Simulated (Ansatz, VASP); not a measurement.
## Two plane-wave programs on Al4Cd

```
Al Cd
1.0
     0.00000    3.83981    3.83981
     3.83981    0.00000    3.83981
     3.83981    3.83981    0.00000
Al Cd
4 1
Direct
  0.12602 0.62195 0.12602
  0.12602 0.12602 0.12602
  0.62195 0.12602 0.12602
  0.12602 0.12602 0.62195
  0.75000 0.75000 0.75000
```

Alike in both runs: functional PBE; k mesh 8 × 8 × 8; occupations gaussian, width 0.1 eV; no spin polarisation.

Ansatz relaxed the structure, and its values are those at the end. VASP's run is a single point on that final structure, the one shown.

```csv
,VASP,Ansatz
version,VASP 6.6.1,Ansatz 0.2.0
potentials or method,"VASP PAW PBE potentials, release 64 (Al, Cd)","scalar-relativistic, plane waves, PAW"
plane-wave cutoff (eV),520,420
valence electrons in the cell,24,32
```

```tsv
	VASP	Ansatz	Ansatz less VASP
gap on the k mesh at the Fermi level (eV)	none	none	-
pressure (GPa)	0.0	0.0	-0.02
```

A gap of «none» marks a metal or a gap that the smearing closes. The functional is the same, so the differences come from potentials, cutoffs and numerics. The two sets of potentials don't hold the same shells in valence.
